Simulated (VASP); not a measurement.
Runs of VASP 6.6.1 on OCSeSbH. The cell holds a molecule in a box, 5 atoms: a = 12.000 Å, b = 13.000 Å, c = 11.000 Å, α = 90.00°, β = 90.00°, γ = 90.00°. 

```tsv
task	level	potentials or basis	cutoff (eV)	grid for exact exchange (PRECFOCK)	exchange at q = 0	gap on the mesh (eV)	largest force (eV/Å)
single point	r2SCAN0+D3(BJ)	VASP PAW PBE potentials, release 64 (O_h, C_h, Se, Sb, H_h)	900	Fast	truncated	(c)	0.68
single point	PBE0	VASP PAW PBE potentials, release 64 (O_h, C_h, Se, Sb, H_h)	900	Normal	truncated	(b)	0.11
single point	PBE0+TS	VASP PAW PBE potentials, release 64 (O_s, C_s, Se, Sb, H_s)	400	Fast	default	(a)	3.99
single point	PBE	VASP PAW PBE potentials, release 64 (O, C, Se, Sb, H)	520	-	-	2.48	2.01
electron localisation function	PBE	VASP PAW PBE potentials, release 64 (O, C, Se, Sb, H)	520	-	-	2.48	2.01
atomic charges	PBE+TS	VASP PAW PBE potentials, release 64 (O, C, Se, Sb, H)	520	-	-	2.48	2.03
single point	RPBE	VASP PAW PBE potentials, release 64 (O, C, Se, Sb, H)	520	-	-	2.48	2.47
```

Alike in all rows: no spin polarisation; cell as given; k mesh 1 × 1 × 1; smearing gaussian 0.01 eV.

Problem. Fill in the values left out.

Solution. (a) 4.20; (b) 4.16; (c) 4.37.

Caveats: spin-orbit coupling is left out, which moves the levels of the heavy elements; the standard files for N, O and F lose accuracy on very short bonds (some runs); the PAW data sets were made with another functional, which shifts forces and pressure a little (some runs).

A k mesh can miss the band edges, and the runs leave out spin-orbit coupling on Sb, Se.

Not every run made on this cell is shown here.
